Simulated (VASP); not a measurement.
Calculation: PBE GGA, VASP's PBE PAW potentials (set 64) (plane waves; VASP).

A VASP calculation is set up with these files.

### POSCAR
```
Lu
1
    1.7850000000    -3.0917110000     0.0000000000
    1.7850000000     3.0917110000     0.0000000000
    0.0000000000     0.0000000000     5.6610000000
Lu
2
Direct
  0.3333330000   0.6666670000   0.2500000000
  0.6666670000   0.3333330000   0.7500000000
```

KPOINTS:
```
Regular mesh
0
G
11 11 6
```

### INCAR
```
SYSTEM = Lu
PREC = Accurate
ENCUT = 650
EDIFF = 1E-6
NELM = 100
ALGO = Normal
LREAL = .FALSE.
LASPH = .TRUE.
ISMEAR = 1
SIGMA = 0.1
GGA = PE
LMAXMIX = 6
LWAVE = .FALSE.
LCHARG = .FALSE.
ISIF = 2
```

POTCAR, in this order: Lu_3 (PBE.64 set). Program: vasp_std.

Output

OSZICAR:
```
       N       E                     dE             d eps       ncg     rms          rms(c)
DAV:   1     0.544690466825E+02    0.54469E+02   -0.94727E+03  2725   0.168E+03
DAV:   2    -0.601687786471E+01   -0.60486E+02   -0.59338E+02  2835   0.764E+02
DAV:   3    -0.876715832386E+01   -0.27503E+01   -0.26299E+01  3068   0.661E+01
DAV:   4    -0.889108117979E+01   -0.12392E+00   -0.11926E+00  3145   0.106E+01
DAV:   5    -0.889674755163E+01   -0.56664E-02   -0.55322E-02  2833   0.200E+00    0.241E+01
DAV:   6    -0.887357103293E+01    0.23177E-01   -0.43789E-02  2822   0.446E+00    0.143E+01
DAV:   7    -0.887521650159E+01   -0.16455E-02   -0.78125E-02  2739   0.591E+00    0.375E-01
DAV:   8    -0.887510333962E+01    0.11316E-03   -0.56405E-03  2771   0.116E+00    0.102E-01
DAV:   9    -0.887511773643E+01   -0.14397E-04   -0.23462E-04  2884   0.239E-01    0.327E-02
DAV:  10    -0.887511287683E+01    0.48596E-05   -0.24447E-05  2872   0.827E-02    0.371E-02
DAV:  11    -0.887511343896E+01   -0.56213E-06   -0.88795E-07  1682   0.184E-02
   1 F= -.88751134E+01 E0= -.88756271E+01  d E =0.154103E-02
```

**OUTCAR**
```
------------------------ aborting loop because EDIFF is reached ----------------------------------------
  FORCE on cell =-STRESS in cart. coord.  units (eV):
  Direction    XX          YY          ZZ          XY          YZ          ZX
  --------------------------------------------------------------------------------------
  Total       -0.8835456     -0.8835457     -1.2984286      0.0000000      0.0000000      0.0000000
  in kB      -22.6557930    -22.6557975    -33.2941854      0.0000000      0.0000000      0.0000000
  external PRESSURE =     -26.2019253 kB  Pullay stress =       0.0000000 kB
  volume of cell :       62.48
      direct lattice vectors                 reciprocal lattice vectors
     1.785000000 -3.091711000  0.000000000     0.280112045 -0.161722748  0.000000000
     1.785000000  3.091711000  0.000000000     0.280112045  0.161722748  0.000000000
     0.000000000  0.000000000  5.661000000     0.000000000  0.000000000  0.176647235
 POSITION                                       TOTAL-FORCE (eV/Angst)
 -----------------------------------------------------------------------------------
      1.78500      1.03057      1.41525         0.000000     -0.000000      0.000000
      1.78500     -1.03057      4.24575        -0.000000      0.000000      0.000000
 -----------------------------------------------------------------------------------
    total drift:                                0.000000      0.000074     -0.000012
  FREE ENERGIE OF THE ION-ELECTRON SYSTEM (eV)
  ---------------------------------------------------
  free  energy   TOTEN  =        -8.8751134390 eV

  energy  without entropy=       -8.8766544685  energy(sigma->0) =       -8.87562712
```
(Selected blocks of OUTCAR.)

The compound is Lu in the hcp structure. The cell was not relaxed at this level. The run is one of a series of settings (ENCUT = 650 against the base run), some of them coarse on purpose.
